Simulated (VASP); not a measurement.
The system is InGaO.

```
In Ga O
1.0
     3.94532    0.00000    0.00000
    -1.97266    3.41674    0.00000
     0.00000    0.00000    4.01620
In Ga O
1 1 1
Direct
  0.66667 0.33333 0.00000
  0.33333 0.66667 0.50000
  0.00000 0.00000 0.50000
```

The cell was built by a generator and needn't be a form met in nature.

```yaml
Program: VASP 6.6.1
Task: relaxation of cell and atoms
Functional: PBE
Potentials_or_basis: VASP PAW PBE potentials, release 64 (In_d, Ga_d, O)
Cutoff: 520 eV
k_mesh: 5 × 5 × 4
Occupations: gaussian, width 0.15 eV
Spin: no spin polarisation
```

At the start: pressure -0.6 GPa; volume 18.05 Å³/atom.

Question: Where does the relaxation end?

Answer: Over 15 steps the energy falls by 183.5 meV/atom and the volume is 18.15 Å³/atom (+0.6 %); space group P-6m2 (No. 187, to 0.05 Å).

The path:
| step | energy change (eV) | largest force (eV/Å) | pressure (GPa) | volume (Å³) |
| --- | --- | --- | --- | --- |
| 1 | 0.0000 | 0.0000 | -0.65 | 54.14 |
| 2 | -0.0628 | 0.0000 | 0.26 | 53.54 |
| 3 | -0.2131 | 0.0000 | 3.47 | 51.47 |
| 4 | -0.1607 | 0.0000 | 16.11 | 46.19 |
| 5 | -0.2830 | 0.0000 | 7.99 | 49.19 |
| 6 | -0.2499 | 0.0000 | 12.06 | 47.45 |
| 7 | -0.2647 | 0.0000 | 12.29 | 47.53 |
| 8 | -0.2971 | 0.0000 | 12.35 | 47.76 |
| 9 | -0.3007 | 0.0000 | 12.12 | 48.15 |
| 10 | -0.3096 | 0.0000 | 11.86 | 48.02 |
| 11 | -0.3457 | 0.0000 | 11.17 | 48.52 |
| 12 | -0.4365 | 0.0000 | 7.39 | 50.05 |
| 13 | -0.5386 | 0.0000 | 2.25 | 53.19 |
| 14 | -0.5512 | 0.0000 | -0.54 | 54.74 |
| 15 | -0.5505 | 0.0000 | 0.43 | 54.44 |

Final structure:
```cif
data_structure
_symmetry_space_group_name_H-M 'P 1'
_symmetry_Int_Tables_number 1
_cell_length_a 3.4457
_cell_length_b 3.4457
_cell_length_c 5.2943
_cell_angle_alpha 90.000
_cell_angle_beta 90.000
_cell_angle_gamma 120.000
_cell_volume 54.44
loop_
_atom_site_label
_atom_site_type_symbol
_atom_site_fract_x
_atom_site_fract_y
_atom_site_fract_z
_atom_site_occupancy
In1 In 0.66667 0.33333 0.00000 1
Ga1 Ga 0.33333 0.66667 0.50000 1
O1 O 0.00000 0.00000 0.50000 1
```

Caveat: the k mesh is coarse (spacing up to 0.39 Å⁻¹), so the values aren't converged.
